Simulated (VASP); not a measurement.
Output of a VASP run:

**OSZICAR**
```
       N       E                     dE             d eps       ncg     rms          rms(c)
DAV:   1     0.300201075063E+02    0.30020E+02   -0.59930E+03   672   0.107E+03
DAV:   2    -0.529202016287E+02   -0.82940E+02   -0.76432E+02   980   0.153E+02
DAV:   3    -0.593243407144E+02   -0.64041E+01   -0.63757E+01   844   0.510E+01
DAV:   4    -0.594323632699E+02   -0.10802E+00   -0.10800E+00   836   0.828E+00
DAV:   5    -0.594345750327E+02   -0.22118E-02   -0.22117E-02   880   0.120E+00    0.424E+00
DAV:   6    -0.583507148159E+02    0.10839E+01   -0.51898E-01   684   0.510E+00    0.391E+00
DAV:   7    -0.565601501966E+02    0.17906E+01   -0.50418E-01   672   0.481E+00    0.161E+00
DAV:   8    -0.567679837570E+02   -0.20783E+00   -0.17145E-01   788   0.308E+00    0.384E-01
DAV:   9    -0.568288002013E+02   -0.60816E-01   -0.83806E-02   672   0.355E+00    0.340E-01
DAV:  10    -0.570324997449E+02   -0.20370E+00   -0.92095E-02   680   0.419E+00    0.170E-01
DAV:  11    -0.569014808735E+02    0.13102E+00   -0.43555E-02   688   0.277E+00    0.679E-02
DAV:  12    -0.569362214204E+02   -0.34741E-01   -0.31272E-02   684   0.262E+00    0.707E-02
DAV:  13    -0.569349446419E+02    0.12768E-02   -0.97721E-04   768   0.410E-01    0.544E-02
DAV:  14    -0.569365010596E+02   -0.15564E-02   -0.29126E-03   692   0.744E-01    0.463E-02
DAV:  15    -0.569369563820E+02   -0.45532E-03   -0.31595E-04   688   0.228E-01    0.259E-02
DAV:  16    -0.569370177313E+02   -0.61349E-04   -0.77544E-05   752   0.108E-01    0.232E-02
DAV:  17    -0.569369658798E+02    0.51851E-04   -0.92058E-06   772   0.386E-02    0.191E-02
DAV:  18    -0.569370081487E+02   -0.42269E-04   -0.19676E-05   704   0.578E-02    0.174E-02
DAV:  19    -0.569369892138E+02    0.18935E-04   -0.51768E-06   704   0.281E-02    0.889E-03
DAV:  20    -0.569370019741E+02   -0.12760E-04   -0.60455E-06   712   0.289E-02    0.595E-03
DAV:  21    -0.569370015556E+02    0.41849E-06   -0.12469E-07   636   0.299E-03    0.564E-03
DAV:  22    -0.569370011473E+02    0.40830E-06   -0.60155E-08   508   0.325E-03    0.537E-03
DAV:  23    -0.569370004059E+02    0.74141E-06   -0.60567E-08   484   0.255E-03    0.604E-03
DAV:  24    -0.569370013472E+02   -0.94136E-06   -0.28339E-06   704   0.149E-02    0.710E-03
DAV:  25    -0.569369983001E+02    0.30472E-05   -0.62879E-07   704   0.871E-03    0.572E-03
DAV:  26    -0.569369989672E+02   -0.66710E-06   -0.43331E-08   452   0.239E-03    0.532E-03
DAV:  27    -0.569369977723E+02    0.11949E-05   -0.18803E-07   520   0.626E-03    0.342E-03
DAV:  28    -0.569369986882E+02   -0.91589E-06   -0.22533E-08   416   0.144E-03    0.258E-03
DAV:  29    -0.569369984115E+02    0.27677E-06   -0.90115E-09   384   0.968E-04    0.221E-03
DAV:  30    -0.569369986170E+02   -0.20554E-06   -0.47956E-09   384   0.828E-04    0.183E-03
DAV:  31    -0.569369984321E+02    0.18484E-06   -0.37299E-09   384   0.552E-04    0.114E-03
DAV:  32    -0.569369984968E+02   -0.64659E-07   -0.22400E-09   384   0.490E-04
   1 F= -.56936998E+02 E0= -.56936998E+02  d E =0.000000E+00
       N       E                     dE             ncg
       N       E                     dE             ncg
```

### OUTCAR
```
------------------------ aborting loop because EDIFF is reached ----------------------------------------
  FORCE on cell =-STRESS in cart. coord.  units (eV):
  Direction    XX          YY          ZZ          XY          YZ          ZX
  --------------------------------------------------------------------------------------
  Total       -0.0489220     -0.0489219      0.0400222      0.0000000      0.0000000     -0.0000000
  in kB       -0.7277544     -0.7277543      0.5953627      0.0000000      0.0000000     -0.0000000
  external PRESSURE =      -0.2867153 kB  Pullay stress =       0.0000000 kB
  volume of cell :      107.70
      direct lattice vectors                 reciprocal lattice vectors
     2.093565935 -3.626162132  0.000000000     0.238826966 -0.137886830  0.000000000
     2.093565935  3.626162132  0.000000000     0.238826966  0.137886830  0.000000000
     0.000000000  0.000000000  7.093582615     0.000000000  0.000000000  0.140972489
 POSITION                                       TOTAL-FORCE (eV/Angst)
 -----------------------------------------------------------------------------------
      0.00000      0.00000      0.00000        -0.000000     -0.000000      0.000000
      2.09357      1.20872      1.66227         0.000000      0.000000     -0.010903
      2.09357     -1.20872      5.43131         0.000000      0.000000      0.010903
 -----------------------------------------------------------------------------------
    total drift:                                0.000000     -0.000000      0.000000
  FREE ENERGIE OF THE ION-ELECTRON SYSTEM (eV)
  ---------------------------------------------------
  free  energy   TOTEN  =       -56.9369984968 eV

  energy  without entropy=      -56.9369984968  energy(sigma->0) =      -56.93699850

 total charge

# of ion       s       p       d       tot
------------------------------------------
    1        0.123   0.104   0.025   0.253
    2        1.504   2.871   0.012   4.387
    3        1.504   2.871   0.012   4.387
--------------------------------------------------
tot          3.131   5.847   0.049   9.027
```
(Selected blocks of OUTCAR.)

POSCAR:
```
MgI2
1
    2.0935659351    -3.6261621318     0.0000000000
    2.0935659351     3.6261621318     0.0000000000
    0.0000000000     0.0000000000     7.0935826154
Mg I
1 2
Direct
  0.0000000000   0.0000000000   0.0000000000
  0.3333330000   0.6666670000   0.2343340255
  0.6666670000   0.3333330000   0.7656659745
```

Question: Write an INCAR and KPOINTS that could have produced this output.

Answer: One answer among several that fit: the input of the run itself, r2SCAN meta-GGA, plane waves, VASP's PBE PAW potentials (set 64).

File KPOINTS_OPT:
```
k-points along high-symmetry lines
6
Line-mode
Reciprocal
  0.000000   0.000000   0.000000 ! GAMMA
  0.500000   0.000000   0.000000 ! M

  0.500000   0.000000   0.000000 ! M
  0.333333   0.333333   0.000000 ! K

  0.333333   0.333333   0.000000 ! K
  0.000000   0.000000   0.000000 ! GAMMA

  0.000000   0.000000   0.000000 ! GAMMA
  0.000000   0.000000   0.500000 ! A

  0.000000   0.000000   0.500000 ! A
  0.500000   0.000000   0.500000 ! L

  0.500000   0.000000   0.500000 ! L
  0.333333   0.333333   0.500000 ! H

  0.333333   0.333333   0.500000 ! H
  0.000000   0.000000   0.500000 ! A

  0.500000   0.000000   0.500000 ! L
  0.500000   0.000000   0.000000 ! M

  0.333333   0.333333   0.500000 ! H
  0.333333   0.333333   0.000000 ! K
```

INCAR:
```
SYSTEM = MgI2
PREC = Accurate; ENCUT = 520; LREAL = .False.
LASPH = .True.
EDIFF = 1E-7; NELM = 100; ALGO = Normal
LMAXMIX = 4; LMIXTAU = .True.
ISMEAR = -5
METAGGA = R2SCAN
ISIF = 2
LWAVE = .False.; LCHARG = .False.; LORBIT = 11
NEDOS = 601
LEFG = .True.
```

### KPOINTS
```
K-points
0
G
 7 7 4
0 0 0
```

POTCAR, in this order: Mg I (PBE.64 set). Program: vasp_std.

The compound is MgI2 in the 1T layered structure. It was relaxed first, which changed the volume by +5 %.
